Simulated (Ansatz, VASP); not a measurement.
## BeSi: VASP beside Ansatz

```xyz
2
Lattice="2.9855 0.0000 0.0000 0.0000 2.9855 0.0000 0.0000 0.0000 2.9855" Properties=species:S:1:pos:R:3 pbc="T T T"
Be    1.4927    1.4927    1.4927
Si    0.0000    0.0000    0.0000
```

Change from the starting cell: volume scaled by 1.02.

Alike in both runs: task single point; functional PBE; k mesh 9 × 9 × 9; occupations fermi-dirac, width 0.05 eV; no spin polarisation.

|  | VASP | Ansatz |
| --- | --- | --- |
| version | VASP 6.6.1 | Ansatz 0.2.0 |
| potentials or method | VASP PAW PBE potentials, release 64 (Be, Si), cutoff 520 eV | all-electron LAPW, scalar-relativistic |

|  | VASP | Ansatz | Ansatz less VASP |
| --- | --- | --- | --- |
| gap on the k mesh at the Fermi level (eV) | none | none | - |
| pressure (GPa) | -9.9 | -9.9 | +0.01 |

A gap of «none» marks a metal or a gap that the smearing closes. Ansatz ran all-electron here, so the differences hold the error of VASP's frozen core and of both bases.
